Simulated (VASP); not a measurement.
Level of theory: PBE GGA with D4 dispersion, VASP's PBE PAW potentials (set 64) (plane waves; VASP 6.6.1).

VASP ran on this input.

**POSCAR**
```
Zr
1
    1.6150000000    -2.7972620000     0.0000000000
    1.6150000000     2.7972620000     0.0000000000
    0.0000000000     0.0000000000     5.1500000000
Zr
2
Direct
  0.3333330000   0.6666670000   0.2500000000
  0.6666670000   0.3333330000   0.7500000000
```

File KPOINTS:
```
Automatic mesh
0
Gamma
12 12 7
0 0 0
```

INCAR:
```
ISIF = 3   # ions, shape and volume
SYSTEM = Zr
EDIFF = 1E-6   # SCF stop (eV)
SIGMA = 0.1
IBRION = 2
GGA = PE
ALGO = Normal
LWAVE = .FALSE.
LCHARG = .FALSE.
ENCUT = 520
IVDW = 13   # D4
NELM = 100
ISMEAR = 1
NSW = 60
LREAL = .FALSE.   # projection in real space or not
EDIFFG = -0.01
PREC = Accurate
LMAXMIX = 4   # l cut-off of mixed one-centre charges
LASPH = .TRUE.
```

POTCAR, in this order: Zr_sv (PBE.64 set). Program: vasp_std.

Q: What does the run give for the energy per atom (σ→0), dispersion energy, volume per atom, band gap (on the k-mesh)?

A: 
```json
{
 "energy per atom (σ→0)": "-8723 meV/atom",
 "dispersion_energy": "-0.413 eV",
 "band gap (on the k-mesh)": "none (metal, semimetal or under 0.01 eV)",
 "volume_per_atom": "23.04 Å³/atom"
}
```

### OSZICAR
```
...
   4 F= -.17446972E+02 E0= -.17446746E+02  d E =-.219789E-03
       N       E                     dE             d eps       ncg     rms          rms(c)
DAV:   1    -0.170344141514E+02   -0.79166E-03   -0.44613E-02  2448   0.198E+00    0.150E-01
DAV:   2    -0.170338830572E+02    0.53109E-03   -0.13667E-03  2816   0.298E-01    0.704E-02
DAV:   3    -0.170337325356E+02    0.15052E-03   -0.60355E-04  3328   0.179E-01    0.138E-02
DAV:   4    -0.170337335455E+02   -0.10099E-05   -0.10447E-05  2792   0.305E-02    0.650E-03
DAV:   5    -0.170337332492E+02    0.29633E-06   -0.62834E-07  1712   0.774E-03
   5 F= -.17447021E+02 E0= -.17446859E+02  d E =-.268651E-03
```

The compound is Zr in the hcp structure. This run relaxes it. Symmetry was kept, so distortions that lower it aren't found.
